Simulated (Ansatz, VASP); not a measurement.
# Cross-check of TePtSe (1T-PtSeTe monolayer) between VASP and Ansatz

Aim: how closely do two programs agree when they are given the same cell, functional and k mesh? The structure shown is the start of the Ansatz relaxation below; VASP solves that cell, so the two are compared at the walk's first step.

Calculated with Ansatz 0.2.0; plane waves, with VASP 6.6.1 beside it; single point at LDA.

### 1. Set-up

The cell holds 3 atoms: 1 Te, 1 Pt and 1 Se. Cell: a = 3.885 Å, b = 3.885 Å, c = 35.632 Å, α = 90.0°, β = 90.0°, γ = 120.0°. Vacuum lies along c.

### 2. Ansatz: relaxation, LDA

Ansatz runs on its default PAW (the set named soft_2) files.

The two programs are compared at the cell with which this relaxation starts, whose forces are those of its first step.

Input file input.yaml:

```yaml
crystal:
  lattice:
    - [3.885, 0.0, 0.0]
    - [-1.9425, 3.3645086937, 0.0]
    - [0.0, 0.0, 35.6323254803]
  atoms:
    - { symbol: Te, position: [0.6666666667, 0.3333333333, 0.467272337] }
    - { symbol: Pt, position: [0.0, 0.0, 0.5054884005] }
    - { symbol: Se, position: [0.3333333333, 0.6666666667, 0.532727663] }
  periodic: [true, true, false]
kpoints:
  mp_grid: { grid: [12, 12, 1] }
hamiltonian:
  xc: lda
scf:
  occupations: { method: fermi_dirac, width: 0.05 }
  convergence: { dr2_threshold: 1.0e-09 }
relax:
  f_tol: 0.004
  max_steps: 90
  cell: {}
output:
  write_potential: true
  write_density: true
  volumetric_format: npy
```

Started as:

```bash
$ ansatz run input.yaml --threads 4 --pin off --max-ram 6144MiB --backend cpu --events-out ev --progress --plain --runs-dir out
```

Numbers of over 12 decimals in the logs are rounded to 6 here.

The log of the run:

```text
Warning: relax.cell: scf.convergence.dr2_threshold = 1e-9 eV is looser than the 1.97256488693e-10 eV advised for a relaxation that steers and ends on the stress (1e-10 eV for each atom of the cell: 3, times the square of relax.cell.stress_2d_tol = 0.05 N/m over 12.3 Å (the atoms' height at the walk's start and 5 Å past either face), 4.054e-2 GPa, over a crystal's default 0.05). What an SCF threshold leaves in a stress goes as its square root, and in the free energy as the threshold itself, and one threshold admits the most on a small cell: [figures from the program's tests cut] Set scf.convergence.dr2_threshold to 1.97256488693e-10 eV or tighter. [rest of the remark cut]
Engine: ansatz 0.2.0, x86_64-unknown-linux-gnu
Pseudopotentials: kind: paw
Pseudopotential: Te, paw, valence charge 16, recommended cutoff 420 eV (normal), Te.paw.azcp
Pseudopotential: Pt, paw, valence charge 18, recommended cutoff 420 eV (normal), Pt.paw.azcp
Pseudopotential: Se, paw, valence charge 16, recommended cutoff 420 eV (normal), Se.paw.azcp
Functional definition: SPW92
  exchange = slater_x
  correlation = pw_c
Crystal: 3 atoms, lattice volume = 465.754 Å³
Basis set: ecut = 420 eV, 9203 PW (Γ)
Bands: 30, of which v1, the nominal top of the filled ones, is band 25 counted from 1 (24 counted from 0)
Symmetry: 6 space group operations
Space group: P3m1 (ITA 156), of the structure as read, at distance tolerance 7.8e-5 Å
k-points: 19 of 144 (time reversal used)
Non-local potential: Te, projectors of the file, l = 0: 2, l = 1: 2, l = 2: 2, l = 3: 2
Non-local potential: Pt, projectors of the file, l = 0: 3, l = 1: 2, l = 2: 2, l = 3: 1
Non-local potential: Se, projectors of the file, l = 0: 2, l = 1: 2, l = 2: 3, l = 3: 1
PAW form: soft (Blöchl's): semilocal exchange-correlation on the pseudo side does not see the compensation charge
PAW frozen core: Te, regenerated for the run's functional, and the local potential with it (the file was generated under x = pbe(κ = 0.804, μ = 0.219515), c = pbe(β = 0.066725))
PAW frozen core: Pt, regenerated for the run's functional, and the local potential with it (the file was generated under x = pbe(κ = 0.804, μ = 0.219515), c = pbe(β = 0.066725))
PAW frozen core: Se, regenerated for the run's functional, and the local potential with it (the file was generated under x = pbe(κ = 0.804, μ = 0.219515), c = pbe(β = 0.066725))
PAW one-centre angular grid: Te, 590 points (default); XC on 64 Gauss nodes
PAW one-centre angular grid: Pt, 590 points (default); XC on 64 Gauss nodes
PAW one-centre angular grid: Se, 590 points (default); XC on 64 Gauss nodes
Initial density: superposition of atomic densities (neutral atoms: chi_scale 0, normalization atom), corrected by the library's trained network
Initial wavefunctions: pseudopotential atomic-orbital guess
Functional: x = slater, c = lda
SCF iter   1: F=—  HF=-24455.945985 eV  |F-HF|=—  |Δ(HF+E_count)|=         —  Δρ=2.30e-3  dr2=3.13e-2  ethr=1.77e-3  ⟨swp⟩=15.9  Hψ=4184  notcnv=0
preconditioner: auto → Resta (q_TF=auto, 1.881 Å⁻¹)  ε∞=1.8  [insulator: Δε(μ)=0.589 eV  Ē_g=9.290 eV  σ=0.050 eV  W_gap=0.99  n_scr=38 (ndim 8)  ℏωp=8.1 eV  f_vac=0.822  D(μ)=0.02/eV (n_scr^D=0)  ε∞_Penn≈1.8  vacuum switching on, ρ_ref=6.3e-3 e/Å³]
SCF iter   2: F=—  HF=-24455.935363 eV  |F-HF|=—  |Δ(HF+E_count)|=   1.06e-2  Δρ=1.23e-3  dr2=2.72e-2  ethr=6.25e-5  ⟨swp⟩=4.6  Hψ=1604  notcnv=0  defer=2
SCF iter   3: F=—  HF=-24455.936245 eV  |F-HF|=—  |Δ(HF+E_count)|=   8.82e-4  Δρ=1.01e-3  dr2=3.60e-2  ethr=5.44e-5  ⟨swp⟩=4.2  Hψ=1162  notcnv=0  defer=3
SCF iter   4: F=—  HF=-24455.932848 eV  |F-HF|=—  |Δ(HF+E_count)|=   3.40e-3  Δρ=3.68e-4  dr2=2.85e-4  ethr=5.44e-5  ⟨swp⟩=3.6  Hψ=916  notcnv=0  defer=3
SCF iter   5: F=—  HF=-24455.932968 eV  |F-HF|=—  |Δ(HF+E_count)|=   1.20e-4  Δρ=1.20e-4  dr2=1.24e-4  ethr=5.71e-7  ⟨swp⟩=4.5  Hψ=1558  notcnv=0  defer=2
SCF iter   6: F=—  HF=-24455.932945 eV  |F-HF|=—  |Δ(HF+E_count)|=   2.25e-5  Δρ=4.85e-5  dr2=1.32e-5  ethr=2.48e-7  ⟨swp⟩=2.6  Hψ=838  notcnv=0  defer=2
SCF iter   7: F=—  HF=-24455.932947 eV  |F-HF|=—  |Δ(HF+E_count)|=   1.99e-6  Δρ=2.31e-5  dr2=4.05e-6  ethr=2.65e-8  ⟨swp⟩=3.4  Hψ=1235  notcnv=0  defer=2
SCF iter   8: F=—  HF=-24455.933008 eV  |F-HF|=—  |Δ(HF+E_count)|=   6.03e-5  Δρ=7.49e-6  dr2=4.34e-7  ethr=8.09e-9  ⟨swp⟩=2.3  Hψ=807  notcnv=0  defer=2
[...]
iter 1 solved again at ethr=8.01e-10 eV; its pass at ethr=3.10e-3 eV (dr2=4.01e-7 eV) is discarded
SCF iter   1: F=—  HF=-24456.276686 eV  |F-HF|=—  |Δ(HF+E_count)|=         —  Δρ=1.30e-5  dr2=4.12e-7  ethr=8.01e-10  ⟨swp⟩=3.8  Hψ=3102  notcnv=0
[...]
SCF iter   3: F=—  HF=-24456.276686 eV  |F-HF|=—  |Δ(HF+E_count)|=   4.50e-9  Δρ=3.86e-6  dr2=8.93e-8  ethr=2.48e-10  ⟨swp⟩=2.4  Hψ=833  notcnv=0
SCF iter   4: F=—  HF=-24456.276686 eV  |F-HF|=—  |Δ(HF+E_count)|=   1.47e-8  Δρ=8.37e-7  dr2=2.32e-9  ethr=1.79e-10  ⟨swp⟩=2.9  Hψ=833  notcnv=0
SCF iter   5: F=-24456.276686 eV  HF=-24456.276686 eV  |F-HF|=8.00e-11  |Δ(HF+E_count)|=    0.00e0  Δρ=2.22e-7  dr2=2.18e-10  ethr=2.00e-12  ⟨swp⟩=12.0  Hψ=4351  notcnv=0
SCF 7 converged in 5 iterations: F = -24456.276686 eV  dr2 = 2.18e-10
relax step   7: F+E_penalty+E_count = -24456.27668635 eV  Δ(F+E_penalty+E_count) = -2.385e-7 eV  max|allowed force component| = 3.132e-3 eV/Å  Δτ_max = 0.0005 Å  P = -0.002 N/m  Ω = 448.158 Å³  fix = [c, alpha, beta]  reactions: c -0.000 N/m  (5 SCF iters, accepted)
iter 1 solved again at ethr=2.18e-6 eV; its pass at ethr=3.10e-3 eV (dr2=1.09e-3 eV) is discarded
SCF iter   1: F=—  HF=-24456.276628 eV  |F-HF|=—  |Δ(HF+E_count)|=         —  Δρ=3.86e-6  dr2=5.64e-8  ethr=2.18e-6  ⟨swp⟩=5.9  Hψ=6160  notcnv=0
eigensolver tolerance schedule: the retry pair's looser diagonalisation over-reported the residual by 19328.21 of it (diagonalisation noise at an unbounded share of the residual, at the tolerance the schedule requests for it); recorded, not acted on — ethr = c·dr2/N_el stays at c = 1.0e-1
SCF iter   2: F=—  HF=-24456.276686 eV  |F-HF|=—  |Δ(HF+E_count)|=   5.85e-5  Δρ=4.92e-6  dr2=2.50e-7  ethr=1.13e-10  ⟨swp⟩=5.8  Hψ=2075  notcnv=0
SCF iter   3: F=—  HF=-24456.276686 eV  |F-HF|=—  |Δ(HF+E_count)|=   3.21e-8  Δρ=2.09e-6  dr2=2.52e-8  ethr=1.13e-10  ⟨swp⟩=2.9  Hψ=890  notcnv=0
SCF iter   4: F=—  HF=-24456.276686 eV  |F-HF|=—  |Δ(HF+E_count)|=   2.72e-9  Δρ=1.53e-6  dr2=1.39e-8  ethr=5.05e-11  ⟨swp⟩=1.9  Hψ=713  notcnv=0
SCF iter   5: F=—  HF=-24456.276686 eV  |F-HF|=—  |Δ(HF+E_count)|=   1.57e-9  Δρ=1.02e-6  dr2=4.31e-9  ethr=2.78e-11  ⟨swp⟩=1.9  Hψ=693  notcnv=0
SCF iter   6: F=-24456.276686 eV  HF=-24456.276686 eV  |F-HF|=1.64e-10  |Δ(HF+E_count)|=  9.46e-10  Δρ=3.08e-7  dr2=2.72e-10  ethr=2.00e-12  ⟨swp⟩=15.5  Hψ=4969  notcnv=0
SCF 8 converged in 6 iterations: F = -24456.276686 eV  dr2 = 2.72e-10
relax step   8: F+E_penalty+E_count = -24456.27668635 eV  Δ(F+E_penalty+E_count) = +1.528e-10 eV  max|allowed force component| = 3.129e-3 eV/Å  Δτ_max = 0.0000 Å  P = -0.002 N/m  Ω = 448.158 Å³  fix = [c, alpha, beta]  reactions: c -0.000 N/m  stress off target by 1.77e-3 N/m on what of the cell is left free  SCF on the basis re-selected at this cell (its energy is not comparable with the rows above)  (6 SCF iters)
basis re-selected at this cell: Δ(F+E_penalty+E_count) = +1.528e-10 eV, ΔP = -0.000 N/m vs the last step (what re-selecting the basis moved, of the pressure what is left beyond the Pulay correction that the steps carried, after the strain that the cell walked since its last selection, with what the two solves' SCF thresholds leave and, on support functions, any second-order correction that the steps lacked; it is no  [...]
WARN: The output density's exchange-correlation potential varies sharply where the density is thin. Do not read a vacuum level from v_tot or v_xc, or from such a field of the output density. On a cell that repeats whose density bears no net charge and no dipole along the vacuum's axis use v_es (v_loc + v_h of the components); under efield.dipole_correction with no amplitude use v_es + v_field, which holds any externa [...]
SCF converged after 6 iterations
Free energy (F): -24456.276686 eV
Harris-Foulkes:  -24456.276686 eV  (|F-HF|=1.64e-10)
Internal energy: -24456.276677 eV  (E = F + TS)
E sigma→0 (E₀):  -24456.276682 eV
Entropy (-TS):   -0.000009 eV (-0.003 meV/atom)
Fermi energy:    -4.934073 eV
--- Per-component energies (eV) ---
  E_band       = -1737.815646
  E_kinetic    = 941.068094
  E_local      = -141504.085420  (includes V_loc(G=0)·N_el)
  E_nonlocal   = -686.792455
  E_hartree    = 70242.582409
  E_xc         = -488.400686
  E_vxc        = -506.867988  (∫ρ·V_xc dr)
  E_paw        = -15515.844771  (= ΣΔE_a)
  E_vpaw       = -466.300669  (= ΣTr[D̂ρ^β])
  E_aug_tail   = -0.000637  (compensation charges beyond the density's cutoff)
  E_ewald      = 62551.836896
  E_core_change = 3.359893  (= ΣΔE_core)
  E_smearing   = -0.000009  (= −TS)
  E_closure    = 0.000000  (closes the sum)
  Σ components = -24456.276686   (vs F -24456.276686, Δ=0.00e0)
--- Forces (eV/Å), atoms counted from 1 ---
  atom   1  Te     0.00000000     0.00000000     0.00335484
  atom   2  Pt    -0.00000000     0.00000000    -0.00040375
  atom   3  Se     0.00000000     0.00000000    -0.00227385
  max |Σ_I F_I| component: 6.77e-4 eV/Å
--- 2D stress c σ (N/m, compression-positive) ---
       -0.001769      -0.000000      -0.000000
        0.000000      -0.001769      -0.000000
       -0.000000      -0.000000      -0.000000
  P = ½ c Tr σ = -0.0018 N/m
--- Band table (eV; the first three rows and the last of 19) ---
  k-point 0: bands = [... 21 lower, -7.1776, -6.0744, -5.4040, -5.4040, -2.5490, -2.5490, -1.5641, -0.4787, ... 1 higher]
  k-point 1: bands = [... 21 lower, -7.3209, -6.0044, -5.5615, -5.4359, -3.1456, -2.6881, -1.2904, -0.2763, ... 1 higher]
  k-point 2: bands = [... 21 lower, -7.7073, -6.0367, -5.6135, -5.5990, -4.0911, -2.9256, -0.7968, -0.0642, ... 1 higher]
  k-point 18: bands = [... 21 lower, -8.5189, -7.8412, -6.9010, -6.7160, -4.4138, -3.6116, -0.3360, 1.4064, ... 1 higher]
  the weakly bound empty levels are not read free of the cell's end (no_gap_told)
--- Relaxed structure (6 steps of the walk, 6 accepted, 2 SCFs on fresh bases) ---
  F+E_penalty+E_count = -24456.27668635 eV   max|allowed force component| = 3.129e-3 eV/Å   (the final SCF, on the basis selected at the relaxed cell)
  cell:  # Å, volume = 448.1579 Å³
    - [3.810905, 0, 0]
    - [-1.905453, 3.300341, 0]
    - [0, 0, 35.6323254803]
  atoms:
    - { symbol: Te, position: [0.666667, 0.333333, 0.463846] }
    - { symbol: Pt, position: [-1.6734626545295327e-18, 0, 0.503023] }
    - { symbol: Se, position: [0.333333, 0.666667, 0.538619] }
```

(Continued in part 2 of 2.)

[Lines on the potential files, build, host, timing and source positions are cut from VASP's logs without a mark.]

[Logs are printed without paths, hosts, clocks, repeated set-up lines and the standing remarks that a program may print on its own settings, such as how far it seeks lower states.]

[Hosts, paths, dates, database ids (printed as entryN), source tags and the programs' standing remarks are cut or masked in the printed files.]
